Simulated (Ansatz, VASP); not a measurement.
## ZnS (Wurtzite-2H) in two plane-wave programs

Wanted: the spread between two codes on one cell, functional and k mesh. The cell is taken from a series of runs on this material, whose earlier steps may have relaxed, scaled, displaced or heated it; both programs get it as it stands.

Method: plane waves, with VASP 6.6.1 beside it; zone-centre phonons at LDA, in Ansatz 0.2.0.

## Step 1: The structure

Symmetry: P6_3mc, No. 186, hexagonal system. Conventional cell: a = 3.888 Å, b = 3.888 Å, c = 5.997 Å, α = 90.00°, β = 90.00°, γ = 120.00°. Nearest to S lie 4 Zn at 2.31 to 2.35 Å. Nearest to Zn lie 4 S at 2.31 to 2.35 Å. Farther neighbours and most contacts between anions are not listed.

## Step 2: Ansatz: zone-centre phonons, LDA

Ansatz runs on its PAW soft_1 files.

Second derivatives magnify differences that forces hide, and they need a tight electronic threshold.

The input, input.yaml:

```yaml
crystal:
  lattice:
    - [3.8876842256, 0.0, 0.0]
    - [-1.9438421128, 3.3668333013, 0.0]
    - [0.0, 0.0, 5.9971478594]
  atoms:
    - { symbol: S, position: [0.3333333333, 0.6666666667, 0.3851496502] }
    - { symbol: S, position: [0.6666666667, 0.3333333333, 0.8851496502] }
    - { symbol: Zn, position: [0.3333333333, 0.6666666667, -0.0001496502] }
    - { symbol: Zn, position: [0.6666666667, 0.3333333333, 0.4998503498] }
kpoints:
  mp_grid: { grid: [12, 12, 8] }
hamiltonian:
  xc: lda
  pseudopotentials: { kind: paw, azcp: { folder: soft_1 }, xc_functional: pbe }
scf:
  occupations: { method: fixed }
output:
  eigenvalues: true
phonons:
  method: dfpt
  dielectric: true
  rigid_motions: translations
```

Command:

```
$ ansatz run input.yaml --threads 8 --pin off --max-ram 16384MiB --backend cpu --events-out ev --progress --plain --runs-dir out
```

Numbers of over 12 decimals in the logs are rounded to 6 here.

Output:

```text
Engine: ansatz 0.2.0, x86_64-unknown-linux-gnu
Pseudopotentials: kind: paw
Pseudopotential: S, paw, valence charge 6, recommended cutoff 420 eV (normal), soft_1/S.paw.azcp
Pseudopotential: Zn, paw, valence charge 12, recommended cutoff 420 eV (normal), soft_1/Zn.paw.azcp
Functional definition: SPW92
  exchange = slater_x
  correlation = pw_c
Crystal: 4 atoms, lattice volume = 78.498 Å³
Basis set: ecut = 420 eV, 1533 PW (Γ), exchange–correlation on 54×54×96 points (8 copies of the dense FFT grid, shifted against one another)
Bands: 22, of which v1, the nominal top of the filled ones, is band 18 counted from 1 (17 counted from 0)
Symmetry: 12 space group operations
k-points: 320 of 1152 (irreducible under 2 space group operations, time reversal used)
Non-local potential: S, projectors of the file, l = 0: 2, l = 1: 2, l = 2: 1
Non-local potential: Zn, projectors of the file, l = 0: 2, l = 1: 2, l = 2: 3, l = 3: 1
PAW form: soft (Blöchl's): semilocal exchange-correlation on the pseudo side does not see the compensation charge
PAW frozen core: S, regenerated for the run's functional, and the local potential with it (the file was generated under x = pbe(κ = 0.804, μ = 0.219515), c = pbe(β = 0.066725))
PAW frozen core: Zn, regenerated for the run's functional, and the local potential with it (the file was generated under x = pbe(κ = 0.804, μ = 0.219515), c = pbe(β = 0.066725))
PAW one-centre angular grid: S, 110 points (default); XC on 64 Gauss nodes
PAW one-centre angular grid: Zn, 590 points (default); XC on 64 Gauss nodes
Initial density: superposition of atomic densities (chi_scale 0.1, normalization cell, long waves kept (reshape's long-wave potential 0.00 eV rms))
Initial wavefunctions: pseudopotential atomic-orbital guess
Functional: x = slater, c = lda
SCF iter   1: F=—  HF=-8234.965196 eV  |F-HF|=—  |Δ(HF+E_count)|=         —  Δρ=3.82e-2  dr2=6.85e-1  ethr=3.10e-3  ⟨swp⟩=5.1  Hψ=34698  notcnv=0  defer=612
preconditioner: auto → Resta (q_TF=auto, 2.396 Å⁻¹)  ε∞=6.3  [insulator: Δε(μ)=2.139 eV  Ē_g=10.949 eV  n_scr=22 (ndim 8)  ℏωp=25.1 eV  f_vac=0.010  ε∞_Penn≈6.3]
SCF iter   2: F=—  HF=-8234.801067 eV  |F-HF|=—  |Δ(HF+E_count)|=   1.64e-1  Δρ=1.49e-2  dr2=1.40e-1  ethr=1.90e-3  ⟨swp⟩=2.0  Hψ=15240  notcnv=0  defer=626
SCF iter   3: F=—  HF=-8234.766756 eV  |F-HF|=—  |Δ(HF+E_count)|=   3.43e-2  Δρ=9.54e-3  dr2=4.97e-2  ethr=3.90e-4  ⟨swp⟩=2.0  Hψ=12811  notcnv=0  defer=637
SCF iter   4: F=—  HF=-8234.753775 eV  |F-HF|=—  |Δ(HF+E_count)|=   1.30e-2  Δρ=2.92e-3  dr2=4.39e-3  ethr=1.38e-4  ⟨swp⟩=2.0  Hψ=15363  notcnv=0  defer=637
SCF iter   5: F=—  HF=-8234.753950 eV  |F-HF|=—  |Δ(HF+E_count)|=   1.75e-4  Δρ=4.44e-4  dr2=2.01e-4  ethr=1.22e-5  ⟨swp⟩=2.8  Hψ=12871  notcnv=0  defer=637
SCF iter   6: F=—  HF=-8234.754016 eV  |F-HF|=—  |Δ(HF+E_count)|=   6.56e-5  Δρ=2.47e-4  dr2=4.90e-5  ethr=5.59e-7  ⟨swp⟩=2.2  Hψ=12351  notcnv=0  defer=546
SCF iter   7: F=—  HF=-8234.754030 eV  |F-HF|=—  |Δ(HF+E_count)|=   1.44e-5  Δρ=6.09e-5  dr2=1.31e-6  ethr=1.36e-7  ⟨swp⟩=2.4  Hψ=12860  notcnv=0  defer=11
SCF iter   8: F=—  HF=-8234.754033 eV  |F-HF|=—  |Δ(HF+E_count)|=   2.83e-6  Δρ=1.92e-5  dr2=1.70e-7  ethr=3.63e-9  ⟨swp⟩=2.0  Hψ=10988  notcnv=0
SCF iter   9: F=—  HF=-8234.754033 eV  |F-HF|=—  |Δ(HF+E_count)|=   8.71e-9  Δρ=2.24e-6  dr2=3.26e-9  ethr=4.72e-10  ⟨swp⟩=2.7  Hψ=14646  notcnv=0
SCF iter  10: F=-8234.754033 eV  HF=-8234.754033 eV  |F-HF|=3.64e-12  |Δ(HF+E_count)|=  4.26e-10  Δρ=2.78e-7  dr2=7.56e-11  ethr=1.00e-12  ⟨swp⟩=8.5  Hψ=58458  notcnv=0
SCF 1 converged in 10 iterations: F = -8234.754033 eV  dr2 = 7.56e-11
  greatest PAW one-centre occupation: 0.984 electrons in one spin orbital (limit 2), on the Zn atom at site 3 (counted from 0), in its partial waves of l = 2
DFPT response loops at Γ: preconditioner auto → Resta (q_TF=auto, 2.396 Å⁻¹)  ε∞=5.6 (no band partly filled); β = 1.00, the filter's whole step (`scf.mixing.beta` (0.50) is not read by the response loops at its default; to damp them type it under 1.00, their step now; it binds the ground state too); Broyden in place of MSR1
── the response to a field inside a basis, on 12×12×8 k-points: an SCF that follows is theirs, and a resumed run solves both again ──
Bands: 19, of which v1, the nominal top of the filled ones, is band 18 counted from 1 (17 counted from 0)
k-points: 168 of 1152 (irreducible under 4 space group operations, time reversal used)
Initial density: handed on by an earlier stage of this run
Initial wavefunctions: pseudopotential atomic-orbital guess (no wavefunctions were taken with the density)
Eigensolver: Dense (168 Hₖ)
SCF iter   1: F=—  HF=-8234.751216 eV  |F-HF|=—  |Δ(HF+E_count)|=         —  Δρ=1.25e-4  dr2=1.90e-6  ethr=1.00e-1
preconditioner: auto → Resta (q_TF=auto, 2.396 Å⁻¹)  ε∞=8.0  [insulator: Δε(μ)=2.182 eV  Ē_g=9.493 eV  n_scr=22 (ndim 8)  ℏωp=25.1 eV  f_vac=0.039  ε∞_Penn≈8.0]
SCF iter   2: F=—  HF=-8234.751217 eV  |F-HF|=—  |Δ(HF+E_count)|=   7.04e-7  Δρ=9.76e-5  dr2=2.61e-6  ethr=5.27e-9
SCF iter   3: F=—  HF=-8234.751217 eV  |F-HF|=—  |Δ(HF+E_count)|=   1.24e-7  Δρ=2.57e-5  dr2=9.59e-8  ethr=5.27e-9
SCF iter   4: F=-8234.751217 eV  HF=-8234.751217 eV  |F-HF|=1.03e-8  |Δ(HF+E_count)|=   1.35e-7  Δρ=4.54e-6  dr2=4.17e-9  ethr=2.66e-10
SCF 1 converged in 4 iterations: F = -8234.751217 eV  dr2 = 4.17e-9
DFPT response loops at Γ: preconditioner auto → Resta (q_TF=auto, 2.396 Å⁻¹)  ε∞=5.2 (no band partly filled); β = 1.00, the filter's whole step (`scf.mixing.beta` (0.50) is not read by the response loops at its default; to damp them type it under 1.00, their step now; it binds the ground state too); Broyden in place of MSR1
SCF converged after 10 iterations
Free energy (F): -8234.754033 eV
Harris-Foulkes:  -8234.754033 eV  (|F-HF|=3.64e-12)
Internal energy: -8234.754033 eV  (E = F + TS)
E sigma→0 (E₀):  -8234.754033 eV
Fermi energy:    5.649525 eV
--- Per-component energies (eV) ---
  E_band       = -2.102364
  E_kinetic    = 508.037051
  E_local      = -4546.764558  (includes V_loc(G=0)·N_el)
  E_nonlocal   = 1715.579986
  E_hartree    = 1727.742473
  E_xc         = -331.975757
  E_vxc        = -269.272635  (∫ρ·V_xc dr)
  E_paw        = -4804.157642  (= ΣΔE_a)
  E_vpaw       = -865.166867  (= ΣTr[D̂ρ^β])
  E_aug_tail   = -0.000538  (compensation charges beyond the density's cutoff)
  E_ewald      = -2506.635731
  E_core_change = 3.420682  (= ΣΔE_core)
  E_smearing   = -0.000000  (= −TS)
  E_closure    = -0.000000  (closes the sum)
  Σ components = -8234.754033   (vs F -8234.754033, Δ=0.00e0)
--- Band table (eV; the first three rows and the last of 320) ---
  k-point 0: bands = [... 14 lower, 4.4553, 5.4905, 5.4905, 5.6495, 7.5358, 7.9099, 11.4321, 11.4321]
  k-point 1: bands = [... 14 lower, 4.4915, 5.2811, 5.4475, 5.4475, 7.8674, 7.9654, 11.4482, 11.4482]
  k-point 2: bands = [... 14 lower, 4.5957, 4.5957, 5.3265, 5.3265, 8.1286, 8.4282, 11.5127, 11.5127]
  k-point 319: bands = [... 14 lower, 2.9225, 2.9225, 4.3609, 4.3609, 10.1285, 10.1285, 11.5601, 11.5601]
--- Phonons (Γ-DFPT): 4 representative perturbations + reference, on 320 of 1152 k-points (Σ response iterations 13) ---
  k mesh reduced under 2 symmetry operations, with k and −k counted as one. Each operation leaves every solved perturbation unchanged. A smaller set is not considered because the run solves the response to a homogeneous field
  ASR residual: 1.125e-4 → 0.000e0 eV/Å²; symmetrization residual: 1.278e-5 eV/Å²
  ASR residual per site (eV/Å²): 6.11e-5 6.11e-5 1.12e-4 1.12e-4
  Γ frequencies (cm⁻¹): 0.00 0.00 0.00 71.26 71.26 183.89 259.34 259.34 266.75 266.75 270.53 336.86
  ε∞ (high-frequency dielectric tensor):
        6.198695     0.000000     0.000000
       -0.000000     6.198695     0.000000
       -0.000000     0.000000     6.062629
  ε⁰ (static dielectric tensor: ions relaxed, cell fixed):
        9.538858     0.000000     0.000000
        0.000000     9.538858     0.000000
        0.000000     0.000000     9.153863
  ε⁰ − ε∞ (ionic part):
        3.340164     0.000000     0.000000
        0.000000     3.340164     0.000000
        0.000000     0.000000     3.091234
  softest optical mode at Γ: 71.26 cm⁻¹; the repairs (sum rule, projections) moved no ω² at Γ by more than (1.35 cm⁻¹)²
  Born effective charges Z* (e; rows j = field, columns β = displacement):
    site 0:
        -1.96332   -0.00000    0.00000
         0.00000   -1.96332    0.00000
        -0.00000   -0.00000   -1.97027
    site 1:
        -1.96332    0.00000   -0.00000
         0.00000   -1.96332   -0.00000
         0.00000    0.00000   -1.97027
    site 2:
         1.96332    0.00000    0.00000
        -0.00000    1.96332   -0.00000
         0.00000   -0.00000    1.97027
    site 3:
         1.96332    0.00000   -0.00000
        -0.00000    1.96332    0.00000
        -0.00000    0.00000    1.97027
  Z* charge neutrality: 6.359e-4 e pre-enforcement
  solved inside a basis spanned on kpoints, on 12×12×8 k-points, its susceptibility summed on 18×18×10: ε∞ is read to err by 1.7e-2, Z* by 1.3e-2 e (field_mesh: kpoints solves on kpoints); Z* is corrected for what the basis lacks
  optical modes at Γ without the LO–TO term, one row a degenerate level:
      ω (cm⁻¹)  modes    IR ((D/Å)²/amu)
         71.26      2             0.0000
        183.89      1             0.0000
        259.34      2            16.5361
[...]
optical modes at Γ + LO–TO along q̂ = [1.0000, 0.0000, 0.0000]:
      ω (cm⁻¹)  modes    IR ((D/Å)²/amu)
[...]
optical modes at Γ + LO–TO along q̂ = [0.0000, 1.0000, 0.0000]:
      ω (cm⁻¹)  modes    IR ((D/Å)²/amu)
[...]
321.71      1             8.2680
        336.86      1             0.0000
  optical modes at Γ + LO–TO along q̂ = [0.0000, 0.0000, 1.0000]:
      ω (cm⁻¹)  modes    IR ((D/Å)²/amu)
         71.26      2             0.0000
        183.89      1             0.0000
        259.34      2            16.5361
        266.75      2             0.0000
        332.43      1             8.3267
        336.86      1             0.0000
```

[end of part 1 of 3]

[Lines on the potential files, build, host, timing and source positions are cut from VASP's logs without a mark.]

[Logs are printed without paths, hosts, clocks, repeated set-up lines and the standing remarks that a program may print on its own settings, such as how far it seeks lower states.]

[Hosts, paths, dates, database ids (printed as entryN), source tags and the programs' standing remarks are cut or masked in the printed files.]
